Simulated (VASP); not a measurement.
Here is the system:

```yaml
crystal:
  lattice:
    - [3.65175, 0.00000, 0.00000]
    - [0.00000, 3.65175, 0.00000]
    - [0.00000, 0.00000, 3.65175]
  atoms:
    - { symbol: Cu, position: [0.00000, 0.50000, 0.50000] }
    - { symbol: Cu, position: [0.50000, 0.00000, 0.50000] }
    - { symbol: Cu, position: [0.50000, 0.50000, 0.00000] }
    - { symbol: Au, position: [0.00000, 0.00000, 0.00000] }
```

Calculation: PBE GGA, VASP's PBE PAW potentials (set 64) (plane waves; VASP). Run with 500 eV cut-off, 8×8×8 Γ-centred mesh, first-order Methfessel-Paxton smearing of 0.10 eV, potentials Cu Au.

Unless said otherwise, spin-orbit coupling is left out, though it shifts the bands of the heavy elements here.

Question: Predict the energy per atom (σ→0), pressure, band gap (on the k-mesh) with the smallest direct gap where there is one.

Answer: 
* **band gap (on the k-mesh)**: none (metal, semimetal or under 0.01 eV)
* **energy per atom (σ→0)**: -3.567 eV/atom
* **pressure**: 19.85 GPa

The compound is Cu3Au in the L1_2 structure. It was relaxed first under an external pressure of 20 GPa.
